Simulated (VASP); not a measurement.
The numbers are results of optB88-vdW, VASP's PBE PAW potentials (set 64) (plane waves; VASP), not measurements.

Input for VASP

**KPOINTS**
```
Automatic mesh
0
Gamma
10 10 10
0 0 0
```

**INCAR**
```
SYSTEM=SrO
PREC=Accurate; ENCUT=520; LREAL=.False.
LASPH=.True.
EDIFF=1E-7; NELM=100; ALGO=Normal
LMAXMIX=4
ISMEAR=-5
GGA=BO; LUSE_VDW=.True.; AGGAC=0.0
PARAM1=0.1833333333; PARAM2=0.22
ISIF=2
LWAVE=.False.; LCHARG=.True.; LORBIT=11
NEDOS=601
```

### POSCAR
```
SrO
1
    0.0000000000     2.5863518103     2.5863518103
    2.5863518103     0.0000000000     2.5863518103
    2.5863518103     2.5863518103     0.0000000000
Sr O
1 1
Direct
  0.0000000000   0.0000000000   0.0000000000
  0.5000000000   0.5000000000   0.5000000000
```

POTCAR, in this order: Sr_sv O (PBE.64 set). Program: vasp_std.

What VASP printed:

OUTCAR:
```
 ion  position               nearest neighbor table
   1  0.000  0.000  0.000-   2 2.59   2 2.59   2 2.59   2 2.59   2 2.59   2 2.59
   2  0.500  0.500  0.500-   1 2.59   1 2.59   1 2.59   1 2.59   1 2.59   1 2.59
  LATTYP: Found a face centered cubic cell.
 ALAT       =     5.1727036206
 Subroutine PRICEL returns:
 Original cell was already a primitive cell.
 Subroutine GETGRP returns: Found 48 space group operations
The static configuration has the point symmetry O_h .
The dynamic configuration has the point symmetry O_h .
 Subroutine INISYM returns: Found 48 space group operations
 Subroutine IBZKPT returns following result:
 Found     47 irreducible k-points:

 Following reciprocal coordinates:
            Coordinates               Weight
  0.000000  0.000000  0.000000      1.000000
  0.100000  0.000000  0.000000      8.000000
  0.200000  0.000000  0.000000      8.000000
  0.300000  0.000000  0.000000      8.000000
  0.400000  0.000000  0.000000      8.000000
  0.500000  0.000000  0.000000      4.000000
  0.100000  0.100000  0.000000      6.000000
  0.200000  0.100000  0.000000     24.000000
  0.300000  0.100000  0.000000     24.000000
...
```

OSZICAR:
```
       N       E                     dE             d eps       ncg     rms          rms(c)
DAV:   1     0.779487283523E+02    0.77949E+02   -0.87434E+03  1128   0.130E+03
DAV:   2    -0.751672261993E+01   -0.85465E+02   -0.79118E+02  1556   0.249E+02
DAV:   3    -0.109150290545E+02   -0.33983E+01   -0.33748E+01  1484   0.486E+01
DAV:   4    -0.110156914058E+02   -0.10066E+00   -0.10063E+00  1552   0.762E+00
DAV:   5    -0.110178023620E+02   -0.21110E-02   -0.21109E-02  1556   0.852E-01    0.165E+01
DAV:   6    -0.869604346151E+01    0.23218E+01   -0.11848E+01  1312   0.254E+01    0.203E+01
DAV:   7    -0.857229520883E+01    0.12375E+00   -0.67407E-01  1404   0.711E+00    0.117E+01
DAV:   8    -0.855288693693E+01    0.19408E-01   -0.16467E-01  1180   0.428E+00    0.700E-01
DAV:   9    -0.855256417121E+01    0.32277E-03   -0.12099E-02  1580   0.951E-01    0.234E-01
DAV:  10    -0.855318128985E+01   -0.61712E-03   -0.11219E-03  1180   0.341E-01    0.649E-02
DAV:  11    -0.855323863445E+01   -0.57345E-04   -0.19711E-04  1344   0.121E-01    0.337E-02
DAV:  12    -0.855324467514E+01   -0.60407E-05   -0.24973E-05  1272   0.526E-02    0.848E-03
DAV:  13    -0.855324455594E+01    0.11921E-06   -0.28956E-06  1316   0.186E-02    0.899E-03
DAV:  14    -0.855324408482E+01    0.47112E-06   -0.10568E-06  1360   0.102E-02    0.166E-03
DAV:  15    -0.855324413711E+01   -0.52293E-07   -0.13050E-07   976   0.324E-03
   1 F= -.85532441E+01 E0= -.85532441E+01  d E =0.000000E+00
```

**OUTCAR**
```
------------------------ aborting loop because EDIFF is reached ----------------------------------------
  FORCE on cell =-STRESS in cart. coord.  units (eV):
  Direction    XX          YY          ZZ          XY          YZ          ZX
  --------------------------------------------------------------------------------------
  Total        0.0015763      0.0015763      0.0015763     -0.0000000      0.0000000      0.0000000
  in kB        0.0729884      0.0729884      0.0729884     -0.0000000      0.0000000      0.0000000
  external PRESSURE =       0.0729884 kB  Pullay stress =       0.0000000 kB
  volume of cell :       34.60
      direct lattice vectors                 reciprocal lattice vectors
     0.000000000  2.586351810  2.586351810    -0.193322501  0.193322501  0.193322501
     2.586351810  0.000000000  2.586351810     0.193322501 -0.193322501  0.193322501
     2.586351810  2.586351810  0.000000000     0.193322501  0.193322501 -0.193322501
  FREE ENERGIE OF THE ION-ELECTRON SYSTEM (eV)
  ---------------------------------------------------
  free  energy   TOTEN  =        -8.5532441371 eV

  energy  without entropy=       -8.5532441371  energy(sigma->0) =       -8.55324414

 total charge

# of ion       s       p       d       tot
------------------------------------------
    1        2.014   5.783   0.249   8.045
    2        1.543   3.423   0.000   4.966
--------------------------------------------------
tot          3.557   9.206   0.249  13.011
```
(Selected blocks of OUTCAR.)

File OUTCAR:
```
 val. band max:        1.3863060916   @ k =   0.0000   0.0000   0.0000

 cond. band min:       4.7048956878   @ k =   0.5000   0.5000   0.0000


 Fermi energy:         1.3927846275

 k-point     1 :       0.0000    0.0000    0.0000
  band No.  band energies     occupation
      1     -31.0870      2.00000
      2     -13.5818      2.00000
      3     -12.7189      2.00000
      4     -12.7189      2.00000
      5     -12.7189      2.00000
      6       1.3863      2.00000
      7       1.3863      2.00000
      8       1.3863      2.00000
      9       5.3181      0.00000
     10       7.5588      0.00000
     11       7.5588      0.00000
     12       7.5588      0.00000

 k-point     2 :       0.1000    0.0000    0.0000
  band No.  band energies     occupation
      1     -31.0751      2.00000
      2     -13.8621      2.00000
      3     -12.7265      2.00000
      4     -12.7265      2.00000
      5     -12.4676      2.00000
      6       1.0872      2.00000
      7       1.2620      2.00000
      8       1.2620      2.00000
      9       5.7740      0.00000
     10       7.4604      0.00000
     11       7.7513      0.00000
     12       7.7513      0.00000

 k-point     3 :       0.2000    0.0000    0.0000
  band No.  band energies     occupation
      1     -31.0439      2.00000
      2     -14.3295      2.00000
      3     -12.7464      2.00000
      4     -12.7464      2.00000
      5     -12.0765      2.00000
      6       0.4614      2.00000
      7       0.9609      2.00000
      8       0.9609      2.00000
      9       6.8459      0.00000
     10       7.3726      0.00000
     11       8.2949      0.00000
     12       8.2949      0.00000

 k-point     4 :       0.3000    0.0000    0.0000
  band No.  band energies     occupation
      1     -31.0048      2.00000
      2     -14.7446      2.00000
      3     -12.7706      2.00000
      4     -12.7706      2.00000
      5     -11.7563      2.00000
      6      -0.1538      2.00000
...
```

The compound is SrO in the rock salt structure. It was relaxed first.
